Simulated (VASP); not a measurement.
OSZICAR of a VASP run on PdB (relaxed from the CsCl type structure, space group Pm-3m):

OSZICAR:
```
       N       E                     dE             d eps       ncg     rms          rms(c)
DAV:   1     0.520906721201E+02    0.52091E+02   -0.63031E+03  2400   0.117E+03
DAV:   2    -0.118035512893E+02   -0.63894E+02   -0.61502E+02  2608   0.231E+02
DAV:   3    -0.130627431354E+02   -0.12592E+01   -0.12410E+01  2708   0.339E+01
DAV:   4    -0.130709338846E+02   -0.81907E-02   -0.81937E-02  2602   0.292E+00
DAV:   5    -0.130710229624E+02   -0.89078E-04   -0.89151E-04  2666   0.311E-01    0.151E+01
DAV:   6    -0.124197037120E+02    0.65132E+00   -0.11222E+01  2444   0.315E+01    0.803E+00
DAV:   7    -0.121243576988E+02    0.29535E+00   -0.14387E+00  2436   0.128E+01    0.484E+00
DAV:   8    -0.121092463602E+02    0.15111E-01   -0.77934E-02  2498   0.227E+00    0.755E-01
DAV:   9    -0.121018376956E+02    0.74087E-02   -0.22499E-02  2482   0.149E+00    0.171E-01
DAV:  10    -0.121013899648E+02    0.44773E-03   -0.12518E-03  2522   0.278E-01    0.242E-02
DAV:  11    -0.121013146505E+02    0.75314E-04   -0.92814E-05  2644   0.835E-02    0.744E-03
DAV:  12    -0.121013308953E+02   -0.16245E-04   -0.67941E-06  2494   0.243E-02    0.368E-03
DAV:  13    -0.121013276704E+02    0.32249E-05   -0.20874E-07  1922   0.423E-03    0.361E-04
DAV:  14    -0.121013273186E+02    0.35183E-06   -0.12984E-08  1264   0.105E-03    0.257E-04
DAV:  15    -0.121013274764E+02   -0.15785E-06   -0.22583E-09  1246   0.499E-04    0.499E-05
DAV:  16    -0.121013275304E+02   -0.54012E-07   -0.27345E-10  1242   0.162E-04
   1 F= -.12101328E+02 E0= -.12101328E+02  d E =0.000000E+00
```

### Question
Which electronic solver shows in the log?

### Answer
It is blocked Davidson (ALGO = Normal, or the opening steps of other solvers). The INCAR had ALGO = Normal.

### Question
Can the final energy be trusted as converged?

### Answer
Self-consistency was reached. It stopped with EDIFF = 1E-7, NELM = 100 (PBEsol GGA, plane waves, VASP's PBE PAW potentials (set 64)).

The structure was generated: PdB was put into the CsCl type type (Pm-3m), which need not be its known phase. It was relaxed first, which changed the volume by -15 %. The electron count is odd and the run is not spin-polarised, which forces a metal.
